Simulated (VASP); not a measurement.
Method: MS2 meta-GGA, VASP's PBE PAW potentials (set 64) (plane waves; VASP).

VASP ran on this input.

INCAR:
```
SYSTEM=Er
PREC=Accurate; ENCUT=520; LREAL=F
LASPH=T
EDIFF=1E-7; NELM=100; ALGO=Normal
LMAXMIX=6; LMIXTAU=T
ISMEAR=-5
METAGGA=MS2
ISIF=2
LWAVE=F; LCHARG=F; LORBIT=11
NEDOS=601
```

**KPOINTS**
```
Automatic mesh
0
Gamma
13 13 8
0 0 0
```

File POSCAR:
```
Er
3.5294210
  0.5000000672  -0.8660253994   0.0000000000
  0.5000000672   0.8660253994   0.0000000000
  0.0000000000   0.0000000000   1.5377942805
Er
2
Cart
  0.5000000672   0.2886757105   0.3844485701
  0.5000000672  -0.2886757105   1.1533457104
```

KPOINTS_OPT:
```
k-points along high-symmetry lines
6
Line-mode
Reciprocal
  0.000000   0.000000   0.000000 ! GAMMA
  0.000000   0.500000   0.000000 ! M

  0.000000   0.500000   0.000000 ! M
 -0.333333   0.666667   0.000000 ! K

 -0.333333   0.666667   0.000000 ! K
  0.000000   0.000000   0.000000 ! GAMMA

  0.000000   0.000000   0.000000 ! GAMMA
  0.000000   0.000000   0.500000 ! A

  0.000000   0.000000   0.500000 ! A
  0.000000   0.500000   0.500000 ! L

  0.000000   0.500000   0.500000 ! L
 -0.333333   0.666667   0.500000 ! H

 -0.333333   0.666667   0.500000 ! H
  0.000000   0.000000   0.500000 ! A

  0.000000   0.500000   0.500000 ! L
  0.000000   0.500000   0.000000 ! M

 -0.333333   0.666667   0.500000 ! H
 -0.333333   0.666667   0.000000 ! K
```

POTCAR, in this order: Er_3 (PBE.64 set). Program: vasp_std.

Output

### OUTCAR
```
 ion  position               nearest neighbor table
   1  0.333  0.667  0.250-   2 3.39   2 3.39   2 3.39   2 3.39   2 3.39   2 3.39
   2  0.667  0.333  0.750-   1 3.39   1 3.39   1 3.39   1 3.39   1 3.39   1 3.39
  LATTYP: Found a hexagonal cell.
 ALAT       =     3.5294211052
 C/A-ratio  =     1.5377942347
 Subroutine PRICEL returns:
 Original cell was already a primitive cell.
 Subroutine GETGRP returns: Found 24 space group operations
The static configuration has the point symmetry D_3d.
 The point group associated with its full space group is D_6h.
The dynamic configuration has the point symmetry D_3d.
 Subroutine INISYM returns: Found 24 space group operations
 Subroutine IBZKPT returns following result:
 Found    105 irreducible k-points:

 Following reciprocal coordinates:
            Coordinates               Weight
  0.000000  0.000000  0.000000      1.000000
  0.076923  0.000000  0.000000      6.000000
  0.153846  0.000000  0.000000      6.000000
  0.230769 -0.000000  0.000000      6.000000
  0.307692  0.000000  0.000000      6.000000
  0.384615  0.000000  0.000000      6.000000
  0.461538  0.000000  0.000000      6.000000
...
```

File OSZICAR:
```
       N       E                     dE             d eps       ncg     rms          rms(c)
DAV:   1     0.789907765515E+02    0.78991E+02   -0.87727E+03  4391   0.142E+03
DAV:   2     0.192664001053E+02   -0.59724E+02   -0.58442E+02  4590   0.575E+02
DAV:   3     0.165474469176E+02   -0.27190E+01   -0.26202E+01  4917   0.646E+01
DAV:   4     0.164467303647E+02   -0.10072E+00   -0.98505E-01  4912   0.104E+01
DAV:   5     0.164435075208E+02   -0.32228E-02   -0.32189E-02  4689   0.199E+00    0.322E+01
DAV:   6     0.196667795892E+02    0.32233E+01   -0.30013E+00  4235   0.232E+01    0.148E+01
DAV:   7     0.210724783569E+02    0.14057E+01   -0.11789E+00  4213   0.233E+01    0.165E+00
DAV:   8     0.207874292611E+02   -0.28505E+00   -0.22117E-01  4290   0.869E+00    0.193E+00
DAV:   9     0.208779402457E+02    0.90511E-01   -0.14250E-01  4275   0.574E+00    0.185E+00
DAV:  10     0.207635171270E+02   -0.11442E+00   -0.46630E-02  4285   0.348E+00    0.763E-01
DAV:  11     0.207638159924E+02    0.29887E-03   -0.17595E-02  3627   0.119E+00    0.548E-01
DAV:  12     0.207637148446E+02   -0.10115E-03   -0.12689E-02  4073   0.151E+00    0.267E-01
DAV:  13     0.207622996941E+02   -0.14152E-02   -0.43137E-03  4315   0.975E-01    0.473E-02
DAV:  14     0.207604231029E+02   -0.18766E-02   -0.17742E-03  3907   0.505E-01    0.283E-02
DAV:  15     0.207603138550E+02   -0.10925E-03   -0.62212E-05  3963   0.120E-01    0.237E-02
DAV:  16     0.207600333291E+02   -0.28053E-03   -0.30355E-04  3680   0.190E-01    0.118E-02
DAV:  17     0.207599650274E+02   -0.68302E-04   -0.83145E-04  3438   0.254E-01    0.285E-02
DAV:  18     0.207599671310E+02    0.21036E-05   -0.27631E-05  4600   0.627E-02    0.273E-02
DAV:  19     0.207599582929E+02   -0.88381E-05   -0.20734E-06  4479   0.223E-02    0.305E-02
DAV:  20     0.207599299859E+02   -0.28307E-04   -0.11634E-05  3309   0.313E-02    0.170E-02
DAV:  21     0.207598954946E+02   -0.34491E-04   -0.10614E-04  3098   0.911E-02    0.726E-03
DAV:  22     0.207598940301E+02   -0.14645E-05   -0.38300E-06  4557   0.226E-02    0.839E-03
DAV:  23     0.207598937890E+02   -0.24111E-06   -0.19631E-07  3547   0.619E-03    0.504E-03
DAV:  24     0.207598944378E+02    0.64874E-06   -0.53402E-06  3496   0.225E-02    0.134E-03
DAV:  25     0.207598923181E+02   -0.21197E-05   -0.22186E-06  3478   0.140E-02    0.644E-04
DAV:  26     0.207598923928E+02    0.74701E-07   -0.29041E-08  1770   0.337E-03
   1 F= 0.20759892E+02 E0= 0.20759892E+02  d E =0.000000E+00
       N       E                     dE             ncg
```

**OUTCAR**
```
------------------------ aborting loop because EDIFF is reached ----------------------------------------
  FORCE on cell =-STRESS in cart. coord.  units (eV):
  Direction    XX          YY          ZZ          XY          YZ          ZX
  --------------------------------------------------------------------------------------
  Total        0.0197932      0.0197932      0.1614695      0.0000000      0.0000000     -0.0000000
  in kB        0.5416109      0.5416107      4.4183673      0.0000000      0.0000000     -0.0000000
  external PRESSURE =       1.8338630 kB  Pullay stress =       0.0000000 kB
  volume of cell :       58.55
      direct lattice vectors                 reciprocal lattice vectors
     1.764710737 -3.056568231  0.000000000     0.283332554 -0.163582149  0.000000000
     1.764710737  3.056568231  0.000000000     0.283332554  0.163582149  0.000000000
     0.000000000  0.000000000  5.427523427     0.000000000  0.000000000  0.184246096
 POSITION                                       TOTAL-FORCE (eV/Angst)
 -----------------------------------------------------------------------------------
      1.76471      1.01886      1.35688         0.000000     -0.000000      0.000000
      1.76471     -1.01886      4.07064        -0.000000      0.000000      0.000000
 -----------------------------------------------------------------------------------
    total drift:                               -0.000002      0.000096     -0.000011
  FREE ENERGIE OF THE ION-ELECTRON SYSTEM (eV)
  ---------------------------------------------------
  free  energy   TOTEN  =        20.7598923928 eV

  energy  without entropy=       20.7598923928  energy(sigma->0) =       20.75989239

 total charge

# of ion       s       p       d       tot
------------------------------------------
    1        0.489   6.543   1.185   8.217
    2        0.489   6.543   1.185   8.217
--------------------------------------------------
tot          0.978  13.086   2.370  16.435
```
(Selected blocks of OUTCAR.)

File OUTCAR:
```
 val. band max:        3.0585784148   @ k =   0.2308  -0.0000   0.1250

 cond. band min:       3.0799083594   @ k =   0.1538   0.0769   0.2500


 Fermi energy:         3.0781715572

 k-point     1 :       0.0000    0.0000    0.0000
  band No.  band energies     occupation
      1     -21.8425      2.00000
      2     -21.2417      2.00000
      3     -21.2417      2.00000
      4     -21.1146      2.00000
      5     -21.1146      2.00000
      6     -21.0422      2.00000
      7      -2.6184      2.00000
      8       0.7631      2.00000
      9       4.3988      0.00000
     10       5.1199      0.00000
     11       5.1199      0.00000
     12       5.6864      0.00000
     13       5.9100      0.00000

 k-point     2 :       0.0769    0.0000    0.0000
  band No.  band energies     occupation
      1     -21.8289      2.00000
      2     -21.2675      2.00000
      3     -21.2509      2.00000
      4     -21.1426      2.00000
      5     -21.1175      2.00000
      6     -21.0493      2.00000
      7      -2.4684      2.00000
      8       0.9069      2.00000
      9       4.2241      0.00000
     10       4.7399      0.00000
     11       5.2620      0.00000
     12       5.7270      0.00000
     13       6.0460      0.00000

 k-point     3 :       0.1538    0.0000    0.0000
  band No.  band energies     occupation
      1     -21.7895      2.00000
      2     -21.3395      2.00000
      3     -21.2757      2.00000
      4     -21.2181      2.00000
      5     -21.1264      2.00000
      6     -21.0705      2.00000
      7      -2.0358      2.00000
      8       1.2995      2.00000
      9       3.7743     -0.00152
     10       4.1205      0.00000
     11       5.3119      0.00000
     12       5.6853      0.00000
     13       5.7674      0.00000

 k-point     4 :       0.2308   -0.0000    0.0000
  band No.  band energies     occupation
      1     -21.7289      2.00000
      2     -21.4416      2.00000
      3     -21.3200      2.00000
...
```

The 4f electrons are frozen in the core of the lanthanide potential, so 4f levels, which can set the real gap, and their magnetism are missing. For a metal the tetrahedron method with Blöchl corrections gives inexact stress and forces.

The compound is Er in the hcp structure. It was relaxed first.
